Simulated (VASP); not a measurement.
# A point defect in a supercell of NbSi2, part 4 of 4

Aim: the formation energy and local structure of a point defect in NbSi2. The start is a cell from a database of measured crystal structures.

VASP 6.6.1, plane waves and PAW; the level of theory is named at each step.

So far. Step 5 (Reference Nb): The run ended after 3 ionic steps, 0.005 eV below its first step, once forces and stress met EDIFFG = -0.02. Step 5 (Reference Nb): Energy at zero smearing: -24.71920 eV.

## 6. Reference Si

This step: r2SCAN; plane waves and PAW (Si) (VASP 6.6.1).

System of this step: Si. The structure is cubic, space group Fd-3m (No. 227). Conventional cell: a = 5.430 Å, b = 5.430 Å, c = 5.430 Å, α = 90.00°, β = 90.00°, γ = 90.00°. Nearest to Si lie 4 Si at 2.35 Å.

Si is not exchanged here; its energy serves the host's formation enthalpy.

Input file INCAR:

```
SYSTEM = Si
PREC = Normal
ENCUT = 400
EDIFF = 1E-05
NELM = 120
ISMEAR = 0
SIGMA = 0.1
LREAL = Auto
ALGO = Normal
METAGGA = R2SCAN
LASPH = .TRUE.
NBANDS = 10
LORBIT = 11
LWAVE = .FALSE.
LCHARG = .FALSE.
KPAR = 4
IBRION = 2
NSW = 25
ISIF = 3
EDIFFG = -0.02
POTIM = 0.4
```

Input file POSCAR:

```
Si
1.0
    0.0000000000      2.7150000000      2.7150000000
    2.7150000000      0.0000000000      2.7150000000
    2.7150000000      2.7150000000      0.0000000000
Si
2
Direct
    0.0000000000      0.0000000000      0.0000000000
    0.2500000000      0.2500000000      0.2500000000
```

Input file KPOINTS:

```
Automatic mesh
0
Gamma
9 9 9
0 0 0
```

Potentials, in the order of the species: Si (PBE family, release 64).

Run with:

```sh
> mpirun -np 4 vasp_std
```

Output:

```text
[banner, memory and clock lines left out]
running    4 mpi-ranks, on    1 nodes
 distrk:  each k-point on    1 cores,    4 groups
 distr:  one band on    1 cores,    1 groups

 POSCAR found type information on POSCAR Si
 POSCAR found :  1 types and       2 ions
 [... a notice as in an earlier step ...]

 [... a notice as in an earlier step ...]

 LDA part: xc-table for (None), standard interpolation
 POSCAR, INCAR and KPOINTS ok, starting setup
 FFT: planning ... GRIDC
 FFT: planning ... GRID_SOFT
 FFT: planning ... GRID
 WAVECAR not read
 entering main loop
       N       E                     dE             d eps       ncg     rms          rms(c)
DAV:   1    -0.363840248004E+01   -0.36384E+01   -0.28889E+03   700   0.510E+02
DAV:   2    -0.183264694597E+02   -0.14688E+02   -0.14274E+02   982   0.788E+01
DAV:   3    -0.187151424146E+02   -0.38867E+00   -0.38766E+00   868   0.114E+01
DAV:   4    -0.187179516284E+02   -0.28092E-02   -0.28089E-02   892   0.125E+00
DAV:   5    -0.187179733104E+02   -0.21682E-04   -0.21680E-04   868   0.908E-02    0.602E+00
DAV:   6    -0.175542276424E+02    0.11637E+01   -0.13698E-01   780   0.226E+00    0.415E+00
DAV:   7    -0.175519864899E+02    0.22412E-02   -0.15376E-01   786   0.205E+00    0.323E-01
DAV:   8    -0.175509942991E+02    0.99219E-03   -0.53805E-03   784   0.432E-01    0.393E-01
DAV:   9    -0.175511179421E+02   -0.12364E-03   -0.31086E-04   834   0.148E-01    0.506E-02
DAV:  10    -0.175511328228E+02   -0.14881E-04   -0.57507E-06   730   0.196E-02    0.792E-03
DAV:  11    -0.175511365027E+02   -0.36799E-05   -0.13428E-06   392   0.836E-03
   1 F= -.17551137E+02 E0= -.17551137E+02  d E =-.175511E+02
 curvature:   0.00 expect dE= 0.000E+00 dE for cont linesearch  0.000E+00
 trial: gam= 0.00000 g(F)=  0.252E-42 g(S)=  0.896E-03 ort = 0.000E+00 (trialstep = 0.100E+01)
 search vector abs. value=  0.896E-03
 bond charge predicted
       N       E                     dE             d eps       ncg     rms          rms(c)
DAV:   1    -0.175516206931E+02   -0.48787E-03   -0.10204E-02   762   0.481E-01    0.107E-01
DAV:   2    -0.175515714904E+02    0.49203E-04   -0.29983E-04   786   0.101E-01    0.711E-02
DAV:   3    -0.175515101801E+02    0.61310E-04   -0.12732E-04   740   0.547E-02    0.226E-02
DAV:   4    -0.175515095910E+02    0.58915E-06   -0.25038E-06   400   0.123E-02
   2 F= -.17551510E+02 E0= -.17551510E+02  d E =-.373088E-03
 trial-energy change:   -0.000373  1 .order   -0.000311   -0.000896    0.000273
 step:   0.8143(harm=  0.7662)  dis= 0.00000  next Energy=   -17.551535 (dE=-0.398E-03)
 reached required accuracy - stopping structural energy minimisation
```

Elapsed: 12 s, on 4 MPI ranks of AMD EPYC 7R43, shared host; peak memory 0.39 GiB; 41 s of CPU time.

Parts of OUTCAR (step 6):

```text
   k-points           NKPTS =     35   k-points in BZ     NKDIM =     35   number of bands    NBANDS=     10

   ENCUT  =  400.0 eV  29.40 Ry    5.42 a.u.   6.26  6.26  6.26*2*pi/ulx,y,z

   NELECT =       8.0000    total number of electrons

 E-fermi :   6.0641

 k-point     1 :       0.0000    0.0000    0.0000
  band No.  band energies     occupation
      1      -6.8094      2.00000
      2       5.6686      2.00000
      3       5.6686      2.00000
      4       5.6686      2.00000
      5       8.4248      0.00000
      6       8.4248      0.00000
      7       8.4248      0.00000
      8       9.5747      0.00000
      9      13.7938      0.00000
    ...

  Total       -0.0379584     -0.0379584     -0.0379584      0.0000000      0.0000000     -0.0000000
  in kB       -1.5085375     -1.5085375     -1.5085375      0.0000000      0.0000000     -0.0000000
  external PRESSURE =      -1.5085375 kB  Pullay stress =       0.0000000 kB

 POSITION                                       TOTAL-FORCE (eV/Angst)
 -----------------------------------------------------------------------------------
      0.00000      0.00000      0.00000         0.000000      0.000000      0.000000
      1.36076      1.36076      1.36076        -0.000000     -0.000000     -0.000000
 -----------------------------------------------------------------------------------
    total drift:                                0.000000      0.000000      0.000000

  FREE ENERGIE OF THE ION-ELECTRON SYSTEM (eV)
  ---------------------------------------------------
  free  energy   TOTEN  =       -17.5515095910 eV

  energy  without entropy=      -17.5515095909  energy(sigma->0) =      -17.55150959

[... 3 parts as in an earlier step ...]

[... 13 further parts left out ...]
```

CONTCAR:

```
Si
   1.00000000000000
     0.0000000000000000    2.7215164508234788    2.7215164508234788
     2.7215164508234788    0.0000000000000000    2.7215164508234788
     2.7215164508234788    2.7215164508234788    0.0000000000000000
  Si
     2
Direct
     0.0000000000000000    0.0000000000000000    0.0000000000000000
     0.2500000000000000    0.2500000000000000    0.2500000000000000
```

Relaxation path:

| step | energy less that of the first step (eV) | largest force (eV/Å) | pressure (GPa) | volume (Å³) |
| --- | --- | --- | --- | --- |
| 1 | 0.0000 | 0.0000 | 0.50 | 40.03 |
| 2 | -0.0004 | 0.0000 | -0.15 | 40.31 |

| conventional cell, symmetrised | before | after | change |
| --- | --- | --- | --- |
| a (Å) | 5.430 | 5.443 | +0.2 % |
| b (Å) | 5.430 | 5.443 | +0.2 % |
| c (Å) | 5.430 | 5.443 | +0.2 % |
| volume (Å³/atom) | 20.01 | 20.16 | +0.7 % |

The relaxed structure:

```xyz
2
Lattice="0.0000 2.7215 2.7215 2.7215 0.0000 2.7215 2.7215 2.7215 0.0000" Properties=species:S:1:pos:R:3 pbc="T T T"
Si    0.0000    0.0000    0.0000
Si    1.3608    1.3608    1.3608
```

This step gave:

| Item | Value |
| --- | --- |
| electronic cycles | 15 |
| electrons | 8 |
| free energy (TOTEN) | -17.55 eV |
| Fermi energy | 6.064 eV |
| labelled metallic, from the levels on this mesh | no |
| gap on the k-mesh | 0.7994 eV |
| least direct gap on the k-mesh | 2.756 eV |

The run ended after 2 ionic steps, 0.000 eV below its first step, once forces and stress met EDIFFG = -0.02.

Energy at zero smearing: -17.55151 eV.

## 7. Relaxing the defect

This step: r2SCAN; plane waves and PAW (Nb_pv, Si, C) (VASP 6.6.1).

System of this step: Nb12Si24C. The cell holds 37 atoms: 12 Nb, 24 Si and 1 C. Cell: a = 10.619 Å, b = 10.619 Å, c = 8.162 Å, α = 120.2°, β = 120.2°, γ = 103.2°. It derives from NbSi2. Nearest the centre at fractional (0.583, 0.333, 0.250): C37 at 0.00 Å, Si24 at 1.80 Å, Si33 at 1.80 Å, Si32 at 1.80 Å, Si17 at 1.80 Å, Nb12 at 2.64 Å, Nb11 at 2.64 Å, Nb5 at 2.64 Å.

The host is treated as a metal, since its gap is under 0.3 eV or closed. The run keeps 2 symmetry operations, which cuts the number of k-points but bars distortions that break them. The atoms relax at the host's fixed cell.

Input file INCAR:

```
SYSTEM = Nb12Si24C
PREC = Normal
ENCUT = 400
EDIFF = 1E-05
NELM = 120
ISMEAR = 1
SIGMA = 0.2
LREAL = Auto
ALGO = Normal
METAGGA = R2SCAN
LASPH = .TRUE.
NBANDS = 144
LORBIT = 11
LWAVE = .FALSE.
LCHARG = .TRUE.
KPAR = 4
IBRION = 2
NSW = 50
ISIF = 2
EDIFFG = -0.03
POTIM = 0.4
MAXMIX = 40
ISYM = 2
```

Input file POSCAR:

```
Nb12Si24C
1.0
   -7.2055364781      4.1601184252      6.5983694546
    7.2055364781     -4.1601184252      6.5983694546
    2.4018454927      4.1601184252     -6.5983694546
Nb Si C
12 24 1
Direct
    0.3333333300      0.0833333300      0.2500000000
    0.8333333300      0.5833333300      0.2500000000
    0.8333333300      0.0833333300      0.7500000000
    0.3333333300      0.5833333300      0.7500000000
    0.6666666700      0.6666666700      0.5000000000
    0.1666666700      0.1666666700      0.5000000000
    0.1666666700      0.6666666700      0.0000000000
    0.6666666700      0.1666666700      0.0000000000
    0.2500000000      0.5000000000      0.2500000000
    0.7500000000      0.0000000000      0.2500000000
    0.7500000000      0.5000000000      0.7500000000
    0.2500000000      0.0000000000      0.7500000000
    0.1623807300      0.2414281300      0.2371422000
    0.6623807300      0.7414281300      0.2371422000
    0.6623807300      0.2414281300      0.7371422000
    0.1623807300      0.7414281300      0.7371422000
    0.8376192700      0.4957140700      0.5000000000
    0.3376192700      0.9957140700      0.5000000000
    0.3376192700      0.4957140700      0.0000000000
    0.8376192700      0.9957140700      0.0000000000
    0.5919052000      0.6709526000      0.7628578000
    0.0919052000      0.1709526000      0.7628578000
    0.0919052000      0.6709526000      0.2628578000
    0.5919052000      0.1709526000      0.2628578000
    0.5042859300      0.4252385300      0.7628578000
    0.0042859300      0.9252385300      0.7628578000
    0.0042859300      0.4252385300      0.2628578000
    0.5042859300      0.9252385300      0.2628578000
    0.4957140700      0.8376192700      0.5000000000
    0.9957140700      0.3376192700      0.5000000000
    0.9957140700      0.8376192700      0.0000000000
    0.4957140700      0.3376192700      0.0000000000
    0.4080948000      0.3290474000      0.2371422000
    0.9080948000      0.8290474000      0.2371422000
    0.9080948000      0.3290474000      0.7371422000
    0.4080948000      0.8290474000      0.7371422000
    0.5833333300      0.3333333300      0.2500000000
```

Input file KPOINTS:

```
Automatic mesh
0
Gamma
5 5 5
0 0 0
```

PAW data sets: Nb_pv, Si and C (PBE family, release 64).

Run with:

```sh
> mpirun -np 4 vasp_std
```

Output:

```text
[banner, memory and clock lines left out]
running    4 mpi-ranks, on    1 nodes
[...]
[... a notice as in an earlier step ...]

 LDA part: xc-table for (None), standard interpolation
 POSCAR, INCAR and KPOINTS ok, starting setup
[...]
entering main loop
       N       E                     dE             d eps       ncg     rms          rms(c)
DAV:   1     0.196778916684E+04    0.19678E+04   -0.90886E+04 11304   0.134E+03
DAV:   2    -0.351580350288E+03   -0.23194E+04   -0.22429E+04 12880   0.646E+02
DAV:   3    -0.569458974299E+03   -0.21788E+03   -0.20584E+03 18936   0.158E+02
DAV:   4    -0.584884472251E+03   -0.15425E+02   -0.14793E+02 18376   0.428E+01
[...]
DAV:  15    -0.530179890833E+03   -0.33817E-04   -0.10814E-04 15328   0.512E-02    0.352E-02
DAV:  16    -0.530179911871E+03   -0.21039E-04   -0.30339E-05 10104   0.262E-02    0.230E-02
DAV:  17    -0.530179915561E+03   -0.36894E-05   -0.12113E-05  7896   0.197E-02
```

It took 51 min on 4 MPI ranks.

The run was stopped at its time limit, so it gives no result of its own.

## 8. Results

| Quantity | Value |
| --- | --- |
| result | none |

What this shows: The session ends without its result: «relax the defect» met its time limit.

[Lines on the potential files, build, host, timing and source positions are cut from VASP's logs without a mark.]

[Logs are printed without paths, hosts, clocks, repeated set-up lines and the standing remarks that a program may print on its own settings, such as how far it seeks lower states.]

[Hosts, paths, dates, database ids (printed as entryN), source tags and the programs' standing remarks are cut or masked in the printed files.]

[In band tables of VASP the shares of atoms and orbitals are scaled to a sum of 1 inside the atoms' spheres.]

[Runs that stopped without an error message from VASP are left out.]
